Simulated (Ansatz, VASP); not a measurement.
**AlGa3Sb2: VASP beside Ansatz**

```xyz
6
Lattice="4.4901 0.0000 0.0000 -2.2450 3.8885 0.0000 0.0000 0.0000 8.1952" Properties=species:S:1:pos:R:3 pbc="T T T"
Al    0.0000    0.0000    0.0000
Ga    0.0000    2.5924    4.0976
Ga    2.2450    1.2962    4.0976
Ga    0.0000    0.0000    4.0976
Sb    0.0000    0.0000    6.1533
Sb    0.0000    0.0000    2.0419
```

Alike in both runs: task single point; functional PBE; k mesh 6 × 6 × 2; occupations gaussian, width 0.1 eV; no spin polarisation.

|  | VASP | Ansatz |
| --- | --- | --- |
| version | VASP 6.6.1 | Ansatz 0.2.0 |
| potentials or method | VASP PAW PBE potentials, release 64 (Al, Ga_d, Sb) | scalar-relativistic, plane waves, PAW |
| plane-wave cutoff (eV) | 520 | 420 |
| valence electrons in the cell | 52 | 72 |

Ansatz gave:

```
gap on the k mesh at the Fermi level (eV) : none
rms of the force components (eV/Å)        : 0.601
```

Q: Estimate VASP's values.

A: gap on the k mesh at the Fermi level (eV): none; rms of the force components (eV/Å): 0.586.

Atom by atom the forces differ by 0.014 eV/Å (rms over components). A gap of «none» marks a metal or a gap that the smearing closes. The two sets of potentials don't hold the same shells in valence.

Caveats: the k mesh is coarse (spacing up to 0.38 Å⁻¹), so the values aren't converged; forces of over 1 eV/Å show positions far from the minimum, so gaps and moduli don't describe the material at rest. The runs have no spin-orbit coupling, so splittings on Sb are missing.
